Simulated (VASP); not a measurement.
# Mg: formation energy of Cr on the Mg site, part 2 of 3

How easily does Cr on the Mg site form in Mg? The host is relaxed first, then a supercell is run with and without the defect.

VASP 6.6.1, plane waves and PAW; the level of theory is named at each step.

So far. Step 2 (The host at zero pressure): The run ended after 5 ionic steps, 0.008 eV below its first step, once forces and stress met EDIFFG = -0.02.

**3. The perfect supercell**

Level of this step: PBEsol; plane waves and PAW (Mg) (VASP).

System of this step: Mg. It takes space group P6_3/mmc (No. 194, hexagonal). The conventional cell has a = 3.184 Å, b = 3.184 Å, c = 5.110 Å, α = 90.00°, β = 90.00°, γ = 120.00°. Nearest to Mg lie 12 Mg at 3.15 to 3.18 Å.

The same cell, mesh and cutoff without the defect give the energy to subtract and, in a gapped host, the band edges to count from, so that most errors cancel.

Input file INCAR:

```
SYSTEM = Mg
PREC = Normal
ENCUT = 300
EDIFF = 1E-05
NELM = 120
ISMEAR = 1
SIGMA = 0.2
LREAL = Auto
ALGO = Fast
GGA = PS
LORBIT = 11
LWAVE = .FALSE.
LCHARG = .FALSE.
KPAR = 4
```

Input file POSCAR:

```
Mg
1.0
    9.5507405364      0.0000000000      0.0000000000
   -4.7753702682      8.2711839294      0.0000000000
    0.0000000000      0.0000000000     10.2209444728
Mg
36
Direct
    0.0000000000      0.0000000000      0.0000000000
    0.0000000000      0.0000000000      0.5000000000
    0.0000000000      0.3333333333      0.0000000000
    0.0000000000      0.3333333333      0.5000000000
    0.0000000000      0.6666666667      0.0000000000
    0.0000000000      0.6666666667      0.5000000000
    0.3333333333      0.0000000000      0.0000000000
    0.3333333333      0.0000000000      0.5000000000
    0.3333333333      0.3333333333      0.0000000000
    0.3333333333      0.3333333333      0.5000000000
    0.3333333333      0.6666666667      0.0000000000
    0.3333333333      0.6666666667      0.5000000000
    0.6666666667      0.0000000000      0.0000000000
    0.6666666667      0.0000000000      0.5000000000
    0.6666666667      0.3333333333      0.0000000000
    0.6666666667      0.3333333333      0.5000000000
    0.6666666667      0.6666666667      0.0000000000
    0.6666666667      0.6666666667      0.5000000000
    0.1111111111      0.2222222222      0.2500000000
    0.1111111111      0.2222222222      0.7500000000
    0.1111111111      0.5555555556      0.2500000000
    0.1111111111      0.5555555556      0.7500000000
    0.1111111111      0.8888888889      0.2500000000
    0.1111111111      0.8888888889      0.7500000000
    0.4444444444      0.2222222222      0.2500000000
    0.4444444444      0.2222222222      0.7500000000
    0.4444444444      0.5555555556      0.2500000000
    0.4444444444      0.5555555556      0.7500000000
    0.4444444444      0.8888888889      0.2500000000
    0.4444444444      0.8888888889      0.7500000000
    0.7777777778      0.2222222222      0.2500000000
    0.7777777778      0.2222222222      0.7500000000
    0.7777777778      0.5555555556      0.2500000000
    0.7777777778      0.5555555556      0.7500000000
    0.7777777778      0.8888888889      0.2500000000
    0.7777777778      0.8888888889      0.7500000000
```

Input file KPOINTS:

```
Automatic mesh
0
Gamma
4 4 4
0 0 0
```

Potentials, in the order of the species: Mg (PBE family, release 64).

On the command line:

```bash
mpirun -np 4 vasp_std
```

Log:

```text
[banner, memory and clock lines left out]
running    4 mpi-ranks, on    1 nodes
 distrk:  each k-point on    1 cores,    4 groups
 distr:  one band on    1 cores,    1 groups

 POSCAR found type information on POSCAR Mg
 POSCAR found :  1 types and      36 ions
 [... a notice as in an earlier step ...]

 LDA part: xc-table for (Slater+PW92), standard interpolation
 POSCAR, INCAR and KPOINTS ok, starting setup
 FFT: planning ... GRIDC
 FFT: planning ... GRID_SOFT
 FFT: planning ... GRID
 WAVECAR not read
 entering main loop
       N       E                     dE             d eps       ncg     rms          rms(c)
DAV:   1     0.421206027244E+02    0.42121E+02   -0.15147E+04  1320   0.614E+02
DAV:   2    -0.562471793400E+02   -0.98368E+02   -0.91991E+02  1522   0.841E+01
DAV:   3    -0.622366914190E+02   -0.59895E+01   -0.56826E+01  1696   0.166E+01
DAV:   4    -0.623686229491E+02   -0.13193E+00   -0.13075E+00  1537   0.256E+00
DAV:   5    -0.623706285687E+02   -0.20056E-02   -0.20044E-02  1605   0.336E-01    0.410E+00
RMM:   6    -0.621835638083E+02    0.18706E+00   -0.85878E-03  1351   0.385E-01    0.261E+00
RMM:   7    -0.620121761500E+02    0.17139E+00   -0.37876E-02  1406   0.768E-01    0.124E-01
RMM:   8    -0.620122704428E+02   -0.94293E-04   -0.19600E-03  1481   0.186E-01    0.241E-02
RMM:   9    -0.620122756323E+02   -0.51896E-05   -0.17033E-04  1545   0.506E-02    0.366E-03
RMM:  10    -0.620122783372E+02   -0.27049E-05   -0.39520E-05  1255   0.193E-02
   1 F= -.62012278E+02 E0= -.62010833E+02  d E =-.433568E-02
```

Elapsed: 27 s, on 4 MPI ranks of Intel Xeon Platinum 8259CL at 2.50GHz (Skylake/Cascade Lake), shared host; peak memory 1.4 GiB; 1.7 min of CPU time.

Parts of OUTCAR (step 3):

```text
  LATTYP: Found a hexagonal cell.
 ALAT       =     9.5507405364
 C/A-ratio  =     1.0701729812

 Found     12 irreducible k-points:

   k-points           NKPTS =     12   k-points in BZ     NKDIM =     12   number of bands    NBANDS=     55

   dimension x,y,z NGX =    40 NGY =   40 NGZ =   48
   dimension x,y,z NGXF=    80 NGYF=   80 NGZF=   96

   ENCUT  =  300.0 eV  22.05 Ry    4.70 a.u.  13.49 13.49 14.43*2*pi/ulx,y,z

   NELECT =      72.0000    total number of electrons

 E-fermi :   2.6431

 k-point     1 :       0.0000    0.0000    0.0000
  band No.  band energies     occupation
    ...
     25       2.0266      2.00012
     26       2.0746      2.00044
     27       2.0746      2.00044
     28       2.0746      2.00044
     29       2.0746      2.00044
     30       2.8829     -0.07070
     31       2.8829     -0.07070
     32       2.8829     -0.07071
     33       2.8829     -0.07071
     34       3.0611     -0.01181
    ...

 k-point     2 :       0.2500    0.0000    0.0000
  band No.  band energies     occupation
    ...
     31       2.1807      2.00515
     32       2.1810      2.00518
     33       2.1810      2.00518
     34       2.6837      0.66352
     35       2.6837      0.66352
     36       2.7398      0.27781
     37       3.0555     -0.01301
     38       3.0555     -0.01301
     39       3.1931     -0.00071
     40       3.1931     -0.00071
    ...

  Total        0.7766773      0.7766773     -0.9138053      0.0000000      0.0000000      0.0000000
  in kB        1.5411874      1.5411874     -1.8132952      0.0000000      0.0000000      0.0000000
  external PRESSURE =       0.4230266 kB  Pullay stress =       0.0000000 kB

  energy-cutoff  :      300.00
  volume of cell :      807.41
      direct lattice vectors                 reciprocal lattice vectors
     9.550740536  0.000000000  0.000000000     0.104703923  0.060450838  0.000000000
    -4.775370268  8.271183929  0.000000000     0.000000000  0.120901676  0.000000000
     0.000000000  0.000000000 10.220944473     0.000000000  0.000000000  0.097838316

 POSITION                                       TOTAL-FORCE (eV/Angst)
 -----------------------------------------------------------------------------------
      0.00000      0.00000      0.00000        -0.000000      0.000000      0.000000
      0.00000      0.00000      5.11047        -0.000000      0.000000      0.000000
     -1.59179      2.75706      0.00000        -0.000000      0.000000      0.000000
     -1.59179      2.75706      5.11047        -0.000000      0.000000     -0.000000
     -3.18358      5.51412      0.00000        -0.000000      0.000000      0.000000
     -3.18358      5.51412      5.11047        -0.000000      0.000000     -0.000000
      3.18358      0.00000      0.00000        -0.000000      0.000000     -0.000000
      3.18358      0.00000      5.11047        -0.000000      0.000000      0.000000
      1.59179      2.75706      0.00000        -0.000000     -0.000000     -0.000000
      1.59179      2.75706      5.11047        -0.000000      0.000000      0.000000
     -0.00000      5.51412      0.00000        -0.000000      0.000000     -0.000000
     -0.00000      5.51412      5.11047        -0.000000      0.000000     -0.000000
      6.36716      0.00000      0.00000        -0.000000      0.000000      0.000000
      6.36716      0.00000      5.11047        -0.000000      0.000000     -0.000000
      4.77537      2.75706      0.00000        -0.000000      0.000000      0.000000
      4.77537      2.75706      5.11047        -0.000000     -0.000000     -0.000000
      3.18358      5.51412      0.00000        -0.000000      0.000000      0.000000
      3.18358      5.51412      5.11047        -0.000000     -0.000000     -0.000000
      0.00000      1.83804      2.55524         0.000000     -0.000000      0.000000
      0.00000      1.83804      7.66571         0.000000     -0.000000     -0.000000
     -1.59179      4.59510      2.55524         0.000000      0.000000     -0.000000
     -1.59179      4.59510      7.66571         0.000000      0.000000      0.000000
     -3.18358      7.35216      2.55524         0.000000     -0.000000     -0.000000
     -3.18358      7.35216      7.66571         0.000000      0.000000     -0.000000
      3.18358      1.83804      2.55524         0.000000      0.000000      0.000000
      3.18358      1.83804      7.66571         0.000000     -0.000000      0.000000
      1.59179      4.59510      2.55524         0.000000     -0.000000     -0.000000
      1.59179      4.59510      7.66571         0.000000     -0.000000      0.000000
     -0.00000      7.35216      2.55524         0.000000     -0.000000      0.000000
     -0.00000      7.35216      7.66571         0.000000     -0.000000     -0.000000
      6.36716      1.83804      2.55524         0.000000     -0.000000     -0.000000
      6.36716      1.83804      7.66571         0.000000     -0.000000      0.000000
      4.77537      4.59510      2.55524         0.000000     -0.000000     -0.000000
      4.77537      4.59510      7.66571         0.000000      0.000000      0.000000
      3.18358      7.35216      2.55524         0.000000     -0.000000     -0.000000
      3.18358      7.35216      7.66571         0.000000     -0.000000     -0.000000
 -----------------------------------------------------------------------------------
    total drift:                               -0.000000      0.000000      0.000000

  FREE ENERGIE OF THE ION-ELECTRON SYSTEM (eV)
  ---------------------------------------------------
  free  energy   TOTEN  =       -62.0122783372 eV

  energy  without entropy=      -62.0079426601  energy(sigma->0) =      -62.01083311

 total charge
# of ion       s       p       d       tot
------------------------------------------
    1        0.208   0.132   0.012   0.352
    2        0.208   0.132   0.012   0.352
    3        0.208   0.132   0.012   0.352
    4        0.208   0.132   0.012   0.352
    5        0.208   0.132   0.012   0.352
    6        0.208   0.132   0.012   0.352
    7        0.208   0.132   0.012   0.352
    8        0.208   0.132   0.012   0.352
    9        0.208   0.132   0.012   0.352
   10        0.208   0.132   0.012   0.352
   11        0.208   0.132   0.012   0.352
   12        0.208   0.132   0.012   0.352
   13        0.208   0.132   0.012   0.352
   14        0.208   0.132   0.012   0.352
   15        0.208   0.132   0.012   0.352
   16        0.208   0.132   0.012   0.352
   17        0.208   0.132   0.012   0.352
   18        0.208   0.132   0.012   0.352
   19        0.208   0.132   0.012   0.352
   20        0.208   0.132   0.012   0.352
   21        0.208   0.132   0.012   0.352
   22        0.208   0.132   0.012   0.352
   23        0.208   0.132   0.012   0.352
   24        0.208   0.132   0.012   0.352
   25        0.208   0.132   0.012   0.352
   26        0.208   0.132   0.012   0.352
   27        0.208   0.132   0.012   0.352
   28        0.208   0.132   0.012   0.352
   29        0.208   0.132   0.012   0.352
   30        0.208   0.132   0.012   0.352
   31        0.208   0.132   0.012   0.352
   32        0.208   0.132   0.012   0.352
   33        0.208   0.132   0.012   0.352
   34        0.208   0.132   0.012   0.352
   35        0.208   0.132   0.012   0.352
   36        0.208   0.132   0.012   0.352
--------------------------------------------------
tot          7.492   4.739   0.427  12.658

[... 2 parts as in an earlier step ...]

[... 7 further parts left out ...]
```

This step gave:

* electronic cycles: 10
* electrons: 72
* free energy (TOTEN): -62.0123 eV
* energy at zero smearing: -62.0108 eV
* Fermi energy: 2.643 eV

The host is treated as a metal, as its relaxation found a gap under 0.3 eV or none, and only the neutral defect is run.

(Continued in part 3 of 3.)

[Lines on the potential files, build, host, timing and source positions are cut from VASP's logs without a mark.]

[Logs are printed without paths, hosts, clocks, repeated set-up lines and the standing remarks that a program may print on its own settings, such as how far it seeks lower states.]

[Hosts, paths, dates, database ids (printed as entryN), source tags and the programs' standing remarks are cut or masked in the printed files.]

[In band tables of VASP the shares of atoms and orbitals are scaled to a sum of 1 inside the atoms' spheres.]

[Runs that stopped without an error message from VASP are left out.]
